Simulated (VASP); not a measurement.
```yaml
crystal:
  lattice:
    - [3.97779, 0.00000, 0.00000]
    - [0.00000, 3.97779, 0.00000]
    - [0.00000, 0.00000, 3.97779]
  atoms:
    - { symbol: Sr, position: [0.00000, 0.00000, 0.00000] }
    - { symbol: Ti, position: [0.50000, 0.50000, 0.50000] }
    - { symbol: O, position: [0.50000, 0.00000, 0.50000] }
    - { symbol: O, position: [0.00000, 0.50000, 0.50000] }
    - { symbol: O, position: [0.50000, 0.50000, 0.00000] }
```

The numbers are results of RPBE GGA, VASP's PBE PAW potentials (set 64) (plane waves; VASP 6.6.1), not measurements. Run with 520 eV cut-off, 6×6×6 Γ-centred mesh, tetrahedra with Blöchl corrections, potentials Sr_sv Ti_sv O.

The cores are frozen, which limits the accuracy of field gradients.

Problem. Give the principal components of the electric field gradient (V/Å²) and the asymmetry η at each nucleus.

Solution. 
| atom | Vxx | Vyy | Vzz | η |
|---|---|---|---|---|
| Sr1 | 0.0 | 0.0 | 0.0 | - |
| Ti2 | 0.0 | 0.0 | 0.0 | - |
| O3 | -9.5 | -9.5 | 19.1 | 0.00 |
| O4 | -9.5 | -9.5 | 19.1 | 0.00 |
| O5 | -9.5 | -9.5 | 19.1 | 0.00 |

The compound is SrTiO3 in the cubic perovskite structure, the ideal cubic form; the compound distorts at low or room temperature. It was relaxed first, which changed the volume by +6 %.
